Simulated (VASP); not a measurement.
VASP input:

POSCAR:
```
Rb
1
   -2.7825350389     2.7825350389     2.7825350389
    2.7825350389    -2.7825350389     2.7825350389
    2.7825350389     2.7825350389    -2.7825350389
Rb
1
Direct
  0.0000000000   0.0000000000   0.0000000000
```

**INCAR**
```
SYSTEM = Rb
PREC = Accurate; ENCUT = 520; LREAL = .FALSE.
LASPH = .TRUE.
EDIFF = 1E-7; NELM = 100; ALGO = Normal
LMAXMIX = 4
ISMEAR = 1; SIGMA = 0.1
GGA = MK; LUSE_VDW = .TRUE.; AGGAC = 0.0
PARAM1 = 0.1234568; PARAM2 = 0.7114; ZAB_VDW = -1.8867
ISIF = 2
LWAVE = .FALSE.; LCHARG = .FALSE.
```

**KPOINTS**
```
Automatic mesh
0
Gamma
9 9 9
0 0 0
```

POTCAR, in this order: Rb_sv (PBE.64 set). Program: vasp_std.

Translate this rev-vdW-DF2 calculation to Quantum ESPRESSO's pw.x.

One equivalent input (not run):
```
&CONTROL
  calculation = 'scf'
  pseudo_dir = './pseudo'
  outdir = './out'
  tprnfor = .true.
  tstress = .true.
/
&SYSTEM
  ibrav = 0
  nat = 1
  ntyp = 1
  ecutwfc = 46.3
  occupations = 'smearing'
  smearing = 'methfessel-paxton'
  degauss = 0.00735
  input_dft = 'vdw-df2-b86r'
/
&ELECTRONS
  conv_thr = 7.3e-09
  electron_maxstep = 100
/
ATOMIC_SPECIES
  Rb 85.468 Rb.upf
CELL_PARAMETERS angstrom
    -2.7825350    2.7825350    2.7825350
     2.7825350   -2.7825350    2.7825350
     2.7825350    2.7825350   -2.7825350
ATOMIC_POSITIONS crystal
  Rb   0.0000000  0.0000000  0.0000000
K_POINTS automatic
  9 9 9 0 0 0
```
What does not carry over: the potentials are each code's own (VASP's PAW set, PseudoDojo norm-conserving files in pw.x), so ENCUT and ecutwfc are chosen apart and not converted; conv_thr bounds pw.x's estimated SCF error, while EDIFF bounds the energy change between steps.

The compound is Rb in the bcc structure. It was relaxed first.
